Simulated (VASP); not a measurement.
Input:

```
Pd5SnSi
1.0
    3.98162     0.00000     0.00000
    0.00000     3.98162     0.00000
    0.00000     0.00000     6.93751
Si Sn Pd
1 1 5
Direct
  0.00000   0.00000   0.50000
  0.50000   0.50000   0.00000
  0.00000   0.00000   0.00000
  0.50000   0.00000   0.70479
  0.50000   0.00000   0.29521
  0.00000   0.50000   0.70479
  0.00000   0.50000   0.29521
```

Method: PBEsol GGA, VASP's PBE PAW potentials (set 64) (plane waves; VASP). Numerical set-up: 300 eV cut-off, 7×7×4 Γ-centred mesh, Gaussian smearing of 0.050 eV, potentials Si Sn_d Pd.

At this cut-off the stress carries a Pulay error, which pulls relaxed volumes low.

Give the stress tensor in GPa (positive for a compressed cell).

```
-4.12   0.00   0.00
 0.00  -4.12   0.00
 0.00   0.00  -3.83
```
The pressure is its mean diagonal, -4.02 GPa.

The structure comes from a computed database's SiSnPd5 entry (P4/mmm); how it stands against other phases isn't given here. The cell was not relaxed at this level.
